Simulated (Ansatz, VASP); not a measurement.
# Cross-check of TiO2 (Rutile) between VASP and Ansatz

One calculation is typed for both programs; each brings its own data sets. How far apart do they land? The two relaxations start from unlike cells of this crystal (the structure described is Ansatz's start), so only their ends are compared.

Main program and level: Ansatz 0.2.0; plane waves, with VASP 6.6.1 beside it; relaxation of cell and atoms at PBE, DFT+U.

### 1. Set-up

The structure is tetragonal, space group P4_2/mnm (No. 136). Conventional cell: a = 4.592 Å, b = 4.592 Å, c = 2.957 Å, α = 90.00°, β = 90.00°, γ = 90.00°. Nearest to Ti lie 6 O at 1.95 to 1.98 Å. O has 3 Ti at 1.95 to 1.98 Å nearest. Farther neighbours and most contacts between anions are not listed.

### 2. VASP: relaxation of cell and atoms, PBE, DFT+U

The relaxed volume is the usual yardstick between codes: in a stiff, nearly cubic crystal its relative difference is about their pressure difference at one cell divided by the bulk modulus.

Lines of VASP's logs that name or quote its potential files are left out, and so is its time.

INCAR reads:

```
SYSTEM = TiO2
PREC = Accurate
ENCUT = 600
EDIFF = 1E-07
NELM = 200
ISMEAR = -1
SIGMA = 0.05
LREAL = .FALSE.
ALGO = Normal
GGA = PE
NBANDS = 30
LDAU = .TRUE.
LDAUTYPE = 2
LDAUL = 2 -1
LDAUU = 3 0
LDAUJ = 0 0
LDAUPRINT = 1
LASPH = .TRUE.
LMAXMIX = 4
LORBIT = 11
LWAVE = .FALSE.
LCHARG = .FALSE.
ISIF = 3
IBRION = 2
NSW = 80
EDIFFG = -0.005
GGA_COMPAT = .FALSE.
NELMIN = 4
EFERMI = MIDGAP
KPAR = 2
```

POSCAR reads:

```
TiO2
1.0
    4.6613118160      0.0000000000      0.0000000000
    0.0000000000      4.6613118160      0.0000000000
    0.0000000000      0.0000000000      3.0071703665
Ti O
2 4
Direct
    0.0000000000      0.0000000000      0.0000000000
    0.5000000000      0.5000000000      0.5000000000
    0.3050919725      0.3050919725      0.0000000000
    0.1949080275      0.8050919725      0.5000000000
    0.6949080275      0.6949080275      0.0000000000
    0.8050919725      0.1949080275      0.5000000000
```

KPOINTS reads:

```
Automatic mesh
0
Gamma
6 6 9
0 0 0
```

PAW data sets: Ti_sv and O (PBE family, release 64).

On the command line:

```bash
$ mpirun -np 2 vasp_std
```

Numbers of over 12 decimals in the logs are rounded to 6 here.

Log:

```text
[banner, memory and clock lines left out]
running    2 mpi-ranks, on    1 nodes
 distrk:  each k-point on    1 cores,    2 groups
 distr:  one band on    1 cores,    1 groups

 POSCAR found type information on POSCAR TiO
 POSCAR found :  2 types and       6 ions
 LDA part: xc-table for (Slater+PW92), standard interpolation
 POSCAR, INCAR and KPOINTS ok, starting setup
 FFT: planning ... GRIDC
 FFT: planning ... GRID_SOFT
 FFT: planning ... GRID
 WAVECAR not read
 entering main loop
       N       E                     dE             d eps       ncg     rms          rms(c)
DAV:   1     0.714877992235E+03    0.71488E+03   -0.26800E+04  3000   0.207E+03
DAV:   2     0.540646499322E+02   -0.66081E+03   -0.62916E+03  3242   0.586E+02
DAV:   3    -0.634418918931E+02   -0.11751E+03   -0.11454E+03  4362   0.216E+02
DAV:   4    -0.688009543192E+02   -0.53591E+01   -0.53518E+01  4270   0.477E+01
DAV:   5    -0.690197796001E+02   -0.21883E+00   -0.21877E+00  4130   0.778E+00    0.307E+01
DAV:   6    -0.497755798599E+02    0.19244E+02   -0.10551E+02  3758   0.969E+01    0.104E+01
DAV:   7    -0.498116299942E+02   -0.36050E-01   -0.11786E+01  3862   0.257E+01    0.671E+00
DAV:   8    -0.498352047031E+02   -0.23575E-01   -0.30233E+00  3646   0.159E+01    0.375E+00
DAV:   9    -0.497279166501E+02    0.10729E+00   -0.13492E+00  3656   0.109E+01    0.163E+00
DAV:  10    -0.497357096096E+02   -0.77930E-02   -0.32472E-01  3958   0.426E+00    0.786E-01
DAV:  11    -0.497260388978E+02    0.96707E-02   -0.45338E-02  3636   0.181E+00    0.140E-01
DAV:  12    -0.497259530444E+02    0.85853E-04   -0.29714E-03  4106   0.408E-01    0.580E-02
DAV:  13    -0.497259363663E+02    0.16678E-04   -0.10291E-04  3488   0.815E-02    0.225E-02
DAV:  14    -0.497259361469E+02    0.21947E-06   -0.47110E-05  3916   0.631E-02    0.114E-02
DAV:  15    -0.497259361847E+02   -0.37860E-07   -0.11014E-05  4228   0.282E-02    0.282E-03
DAV:  16    -0.497259358579E+02    0.32686E-06   -0.92473E-07  3196   0.727E-03    0.156E-03
DAV:  17    -0.497259358253E+02    0.32524E-07   -0.90033E-08  1752   0.339E-03
   1 F= -.49725936E+02 E0= -.49725936E+02  d E =-.497259E+02
 curvature:   0.00 expect dE= 0.000E+00 dE for cont linesearch  0.000E+00
 trial: gam= 0.00000 g(F)=  0.245E-05 g(S)=  0.804E-05 ort = 0.000E+00 (trialstep = 0.100E+01)
 search vector abs. value=  0.105E-04
 bond charge predicted
       N       E                     dE             d eps       ncg     rms          rms(c)
DAV:   1    -0.497259638750E+02   -0.28017E-04   -0.18564E-03  3224   0.442E-01    0.473E-02
DAV:   2    -0.497259457788E+02    0.18096E-04   -0.15175E-04  3586   0.109E-01    0.246E-02
DAV:   3    -0.497259376002E+02    0.81786E-05   -0.45898E-05  3170   0.510E-02    0.678E-03
DAV:   4    -0.497259382938E+02   -0.69361E-06   -0.10903E-05  4364   0.180E-02    0.484E-03
DAV:   5    -0.497259384728E+02   -0.17904E-06   -0.46755E-07  3056   0.606E-03    0.299E-03
DAV:   6    -0.497259390406E+02   -0.56776E-06   -0.64757E-07  3868   0.445E-03    0.163E-03
DAV:   7    -0.497259391990E+02   -0.15844E-06   -0.18427E-07  2220   0.291E-03    0.194E-04
DAV:   8    -0.497259392465E+02   -0.47435E-07   -0.24740E-08  1572   0.124E-03
   2 F= -.49725939E+02 E0= -.49725939E+02  d E =-.342114E-05
 trial-energy change:   -0.000003  1 .order   -0.000003   -0.000010    0.000004
 step:   0.7395(harm=  0.7395)  dis= 0.00009  next Energy=   -49.725940 (dE=-0.388E-05)
 reached required accuracy - stopping structural energy minimisation
```

OUTCAR, selected parts (step 2):

```text
ion  position               nearest neighbor table
   1  0.000  0.000  0.000-   4 1.98   6 1.98   4 1.98   6 1.98   5 2.01   3 2.01
   2  0.500  0.500  0.500-   3 1.98   5 1.98   3 1.98   5 1.98   4 2.01   6 2.01
   3  0.305  0.305  0.000-   2 1.98   2 1.98   1 2.01
   4  0.195  0.805  0.500-   1 1.98   1 1.98   2 2.01
   5  0.695  0.695  0.000-   2 1.98   2 1.98   1 2.01
   6  0.805  0.195  0.500-   1 1.98   1 1.98   2 2.01

  LATTYP: Found a simple tetragonal cell.
 ALAT       =     4.6613118160
 C/A-ratio  =     0.6451339205

 Subroutine GETGRP returns: Found 16 space group operations
 (whereof  8 operations were pure point group operations)

The static configuration has the point symmetry D_2h.
 The point group associated with its full space group is D_4h.

 Found     50 irreducible k-points:

   k-points           NKPTS =     50   k-points in BZ     NKDIM =     50   number of bands    NBANDS=     30

   dimension x,y,z NGX =    40 NGY =   40 NGZ =   24
   dimension x,y,z NGXF=    80 NGYF=   80 NGZF=   48

   ENCUT  =  600.0 eV  44.10 Ry    6.64 a.u.   9.31  9.31  6.01*2*pi/ulx,y,z

   NELECT =      48.0000    total number of electrons

 k-points in reciprocal lattice and weights: Automatic mesh
   0.00000000  0.00000000  0.00000000       0.003
   0.16666667  0.00000000  0.00000000       0.012
   0.33333333  0.00000000  0.00000000       0.012
   0.50000000  0.00000000  0.00000000       0.006
   0.16666667  0.16666667  0.00000000       0.012
   0.33333333  0.16666667  0.00000000       0.025
   0.50000000  0.16666667  0.00000000       0.012
   0.33333333  0.33333333  0.00000000       0.012
   0.50000000  0.33333333  0.00000000       0.012
[...]
0.50000000  0.33333333  0.44444444       0.025
   0.50000000  0.50000000  0.44444444       0.006

atom =   1  type =  1  l = 2

 onsite density matrix

spin component  1

  0.1917  0.0000 -0.0727  0.0000  0.0000
  0.0000  0.1840  0.0000 -0.0828  0.0000
 -0.0727  0.0000  0.1289  0.0000  0.0000
  0.0000 -0.0828  0.0000  0.1840  0.0000
  0.0000  0.0000  0.0000  0.0000  0.1034

spin component  2

 occupancies and eigenvectors

  o =  0.0812  v = -0.5494 -0.0000 -0.8355  0.0000  0.0000  0.0000  0.0000  0.0000  0.0000  0.0000      0.0000  0.0000  0.0000  0.0000  0.0000  0.0000  0.0000  0.0000  0.0000  0.0000
  o =  0.0812  v =  0.0000  0.0000  0.0000  0.0000  0.0000 -0.5494 -0.0000 -0.8355  0.0000  0.0000      0.0000  0.0000  0.0000  0.0000  0.0000  0.0000  0.0000  0.0000  0.0000  0.0000
  o =  0.1012  v =  0.0000  0.7071  0.0000  0.7071  0.0000  0.0000  0.0000  0.0000  0.0000  0.0000      0.0000  0.0000  0.0000  0.0000  0.0000  0.0000  0.0000  0.0000  0.0000  0.0000
  o =  0.1012  v =  0.0000  0.0000  0.0000  0.0000  0.0000  0.0000  0.7071  0.0000  0.7071  0.0000      0.0000  0.0000  0.0000  0.0000  0.0000  0.0000  0.0000  0.0000  0.0000  0.0000
  o =  0.1034  v = -0.0000  0.0000 -0.0000  0.0000 -1.0000  0.0000  0.0000  0.0000  0.0000  0.0000      0.0000  0.0000  0.0000  0.0000  0.0000  0.0000  0.0000  0.0000  0.0000  0.0000
  o =  0.1034  v =  0.0000  0.0000  0.0000  0.0000  0.0000 -0.0000  0.0000 -0.0000  0.0000 -1.0000      0.0000  0.0000  0.0000  0.0000  0.0000  0.0000  0.0000  0.0000  0.0000  0.0000
  o =  0.2394  v = -0.8355 -0.0000  0.5494  0.0000  0.0000  0.0000  0.0000  0.0000  0.0000  0.0000      0.0000  0.0000  0.0000  0.0000  0.0000  0.0000  0.0000  0.0000  0.0000  0.0000
  o =  0.2394  v =  0.0000  0.0000  0.0000  0.0000  0.0000 -0.8355 -0.0000  0.5494  0.0000  0.0000      0.0000  0.0000  0.0000  0.0000  0.0000  0.0000  0.0000  0.0000  0.0000  0.0000
  o =  0.2668  v =  0.0000  0.0000  0.0000  0.0000  0.0000  0.0000  0.7071  0.0000 -0.7071  0.0000      0.0000  0.0000  0.0000  0.0000  0.0000  0.0000  0.0000  0.0000  0.0000  0.0000
  o =  0.2668  v =  0.0000  0.7071  0.0000 -0.7071  0.0000  0.0000  0.0000  0.0000  0.0000  0.0000      0.0000  0.0000  0.0000  0.0000  0.0000  0.0000  0.0000  0.0000  0.0000  0.0000

atom =   2  type =  1  l = 2

 onsite density matrix

spin component  1

  0.1917  0.0000  0.0727  0.0000  0.0000
  0.0000  0.1840  0.0000  0.0828  0.0000
  0.0727  0.0000  0.1289  0.0000 -0.0000
  0.0000  0.0828  0.0000  0.1840  0.0000
  0.0000  0.0000 -0.0000  0.0000  0.1034

spin component  2

 occupancies and eigenvectors

  o =  0.0812  v = -0.5494 -0.0000  0.8355  0.0000  0.0000  0.0000  0.0000  0.0000  0.0000  0.0000      0.0000  0.0000  0.0000  0.0000  0.0000  0.0000  0.0000  0.0000  0.0000  0.0000
  o =  0.0812  v =  0.0000  0.0000  0.0000  0.0000  0.0000 -0.5494 -0.0000  0.8355  0.0000  0.0000      0.0000  0.0000  0.0000  0.0000  0.0000  0.0000  0.0000  0.0000  0.0000  0.0000
  o =  0.1012  v =  0.0000  0.7071  0.0000 -0.7071  0.0000  0.0000  0.0000  0.0000  0.0000  0.0000      0.0000  0.0000  0.0000  0.0000  0.0000  0.0000  0.0000  0.0000  0.0000  0.0000
  o =  0.1012  v =  0.0000  0.0000  0.0000  0.0000  0.0000  0.0000  0.7071  0.0000 -0.7071  0.0000      0.0000  0.0000  0.0000  0.0000  0.0000  0.0000  0.0000  0.0000  0.0000  0.0000
  o =  0.1034  v = -0.0000  0.0000  0.0000  0.0000 -1.0000  0.0000  0.0000  0.0000  0.0000  0.0000      0.0000  0.0000  0.0000  0.0000  0.0000  0.0000  0.0000  0.0000  0.0000  0.0000
  o =  0.1034  v =  0.0000  0.0000  0.0000  0.0000  0.0000 -0.0000  0.0000  0.0000  0.0000 -1.0000      0.0000  0.0000  0.0000  0.0000  0.0000  0.0000  0.0000  0.0000  0.0000  0.0000
  o =  0.2394  v = -0.8355 -0.0000 -0.5494  0.0000  0.0000  0.0000  0.0000  0.0000  0.0000  0.0000      0.0000  0.0000  0.0000  0.0000  0.0000  0.0000  0.0000  0.0000  0.0000  0.0000
  o =  0.2394  v =  0.0000  0.0000  0.0000  0.0000  0.0000 -0.8355 -0.0000 -0.5494  0.0000  0.0000      0.0000  0.0000  0.0000  0.0000  0.0000  0.0000  0.0000  0.0000  0.0000  0.0000
  o =  0.2668  v =  0.0000  0.0000  0.0000  0.0000  0.0000  0.0000 -0.7071  0.0000 -0.7071 -0.0000      0.0000  0.0000  0.0000  0.0000  0.0000  0.0000  0.0000  0.0000  0.0000  0.0000
  o =  0.2668  v =  0.0000 -0.7071  0.0000 -0.7071 -0.0000  0.0000  0.0000  0.0000  0.0000  0.0000      0.0000  0.0000  0.0000  0.0000  0.0000  0.0000  0.0000  0.0000  0.0000  0.0000

 average (electrostatic) potential at core
       1 -77.4698       2 -77.4698       3 -69.4472       4 -69.4472       5 -69.4472
       6 -69.4472

 E-fermi :   5.6926

 k-point     1 :       0.0000    0.0000    0.0000
  band No.  band energies     occupation
    ...
     20       2.5643      2.00000
     21       3.8290      2.00000
     22       4.1346      2.00000
     23       4.1346      2.00000
     24       4.6250      2.00000
     25       6.7602      0.00000
     26       6.9832      0.00000
     27       7.2674      0.00000
     28       7.3334      0.00000
     29       7.3334      0.00000
    ...

 k-point     2 :       0.1667    0.0000    0.0000
  band No.  band energies     occupation
    ...
     20       2.5949      2.00000
     21       3.6756      2.00000
     22       3.6864      2.00000
     23       3.9440      2.00000
     24       4.5213      2.00000
     25       6.8875      0.00000
     26       7.1695      0.00000
     27       7.4317      0.00000
     28       7.4372      0.00000
     29       7.4692      0.00000
    ...

 k-point     3 :       0.3333    0.0000    0.0000
  band No.  band energies     occupation
    ...
     20       2.6948      2.00000
     21       2.7160      2.00000
     22       3.3270      2.00000
     23       3.7515      2.00000
     24       4.2265      2.00000
     25       7.1424      0.00000
     26       7.3736      0.00000
     27       7.6565      0.00000
     28       7.7226      0.00000
     29       7.8274      0.00000
    ...

 k-point     4 :       0.5000    0.0000    0.0000
  band No.  band energies     occupation
    ...
     20       1.6159      2.00000
     21       2.9685      2.00000
     22       2.9685      2.00000
     23       3.8932      2.00000
     24       3.8932      2.00000
     25       7.3436      0.00000
     26       7.3436      0.00000
     27       7.8141      0.00000
     28       7.8141      0.00000
     29       8.2952      0.00000
    ...

 k-point     5 :       0.1667    0.1667    0.0000
  band No.  band energies     occupation
    ...
     20       2.6356      2.00000
     21       3.3614      2.00000
     22       3.5832      2.00000
     23       3.8452      2.00000
     24       4.4358      2.00000
     25       6.8141      0.00000
     26       7.3234      0.00000
     27       7.3376      0.00000
     28       7.5975      0.00000
     29       7.6909      0.00000
    ...

 k-point     6 :       0.3333    0.1667    0.0000
  band No.  band energies     occupation
    ...
     20       2.7789      2.00000
     21       2.7894      2.00000
     22       3.3373      2.00000
     23       3.5782      2.00000
     24       4.1296      2.00000
     25       6.9618      0.00000
     26       7.3800      0.00000
     27       7.4541      0.00000
     28       7.8184      0.00000
     29       7.9521      0.00000
    ...

  Total        0.0148563      0.0148563      0.0164168      0.0000000      0.0000000      0.0000000
  in kB        0.3644008      0.3644008      0.4026774      0.0000000      0.0000000      0.0000000
  external PRESSURE =       0.3771596 kB  Pullay stress =       0.0000000 kB

  energy-cutoff  :      600.00
  volume of cell :       65.32
      direct lattice vectors                 reciprocal lattice vectors
     4.661192278  0.000000000  0.000000000     0.214537385  0.000000000  0.000000000
    -0.000000000  4.661192278  0.000000000     0.000000000  0.214537385  0.000000000
     0.000000000  0.000000000  3.006413556     0.000000000  0.000000000  0.332622236

 POSITION                                       TOTAL-FORCE (eV/Angst)
 -----------------------------------------------------------------------------------
     -0.00000      4.66119      0.00000        -0.000000      0.000000      0.000000
      2.33060      2.33060      1.50321        -0.000000      0.000000      0.000000
      1.42197      1.42197      0.00000        -0.001234     -0.001234      0.000000
      0.90863      3.75257      1.50321         0.001234     -0.001234      0.000000
      3.23922      3.23922      3.00641         0.001234      0.001234      0.000000
      3.75257      0.90863      1.50321        -0.001234      0.001234      0.000000
 -----------------------------------------------------------------------------------
    total drift:                               -0.000000      0.000000      0.000000

  FREE ENERGIE OF THE ION-ELECTRON SYSTEM (eV)
  ---------------------------------------------------
  free  energy   TOTEN  =       -49.7259392465 eV

  energy  without entropy=      -49.7259392464  energy(sigma->0) =      -49.72593925

 reached required accuracy - stopping structural energy minimisation

 total charge
# of ion       s       p       d       tot
------------------------------------------
    1        2.218   6.284   1.558  10.060
    2        2.218   6.284   1.558  10.060
    3        1.565   3.503   0.000   5.068
    4        1.565   3.503   0.000   5.068
    5        1.565   3.503   0.000   5.068
    6        1.565   3.503   0.000   5.068
--------------------------------------------------
tot         10.695  26.578   3.116  40.390
```

The run keeps the 16 symmetry operations of its start, so it cannot find a distortion of lower symmetry.

(Part 1 of 2 ends here.)

[Lines on the potential files, build, host, timing and source positions are cut from VASP's logs without a mark.]

[Logs are printed without paths, hosts, clocks, repeated set-up lines and the standing remarks that a program may print on its own settings, such as how far it seeks lower states.]

[Hosts, paths, dates, database ids (printed as entryN), source tags and the programs' standing remarks are cut or masked in the printed files.]
